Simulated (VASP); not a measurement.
Consider the following.

```xyz
3
Lattice="0.0000 2.9790 2.9790 2.9790 0.0000 2.9790 2.9790 2.9790 0.0000" Properties=species:S:1:pos:R:3 pbc="T T T"
Li     1.4895     1.4895     1.4895
Li     4.4685     4.4685     4.4685
Se     5.9580     5.9580     5.9580
```

All values below come from PBEsol GGA, VASP's PBE PAW potentials (set 64) (plane waves; VASP). Run with 650 eV cut-off, 6×6×6 Γ-centred mesh, Gaussian smearing of 0.050 eV, potentials Li_sv Se.

**Question.** Give the elastic stiffness tensor with the ions relaxed (GPa, in the frame of the cell).

**Answer.** 
|  | xx | yy | zz | yz | xz | xy |
|---|---|---|---|---|---|---|
| xx | 67.8 | 18.0 | 18.0 | 0.0 | 0.0 | 0.0 |
| yy | 18.0 | 67.8 | 18.0 | 0.0 | 0.0 | 0.0 |
| zz | 18.0 | 18.0 | 67.8 | 0.0 | 0.0 | 0.0 |
| yz | 0.0 | 0.0 | 0.0 | 28.3 | 0.0 | 0.0 |
| xz | 0.0 | 0.0 | 0.0 | 0.0 | 28.3 | 0.0 |
| xy | 0.0 | 0.0 | 0.0 | 0.0 | 0.0 | 28.3 |

**Question.** What does the run give for the Hill bulk modulus, Hill shear modulus, Young's modulus, Poisson's ratio?

**Answer.** 
| Item | Value |
|---|---|
| Hill bulk modulus | 34.6 GPa |
| Hill shear modulus | 26.9 GPa |
| Young's modulus | 64.1 GPa |
| Poisson's ratio | 0.191 |

The compound is Li2Se in the antifluorite structure. It was relaxed first.
